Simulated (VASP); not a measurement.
```
Mg
1.0
    3.19091     0.00000     0.00000
   -1.59546     2.76341     0.00000
    0.00000     0.00000     5.09136
Mg
2
Cartesian
  0.00000   1.84228   1.27284
  1.59546   0.92114   3.81852
```

Computed with PBEsol GGA, VASP's PBE PAW potentials (set 64) (plane waves; VASP 6.6.1). Run with 400 eV cut-off, Gaussian smearing of 0.050 eV, potentials Mg.

Problem. Predict the band gap (along the path) with the smallest direct gap where there is one.

Solution. 
- band gap (along the path) = none (metal, semimetal or under 0.01 eV)

The structure comes from a measured Mg entry (P6_3/mmc) of the Crystallography Open Database, whose conditions weren't checked. It was relaxed first.
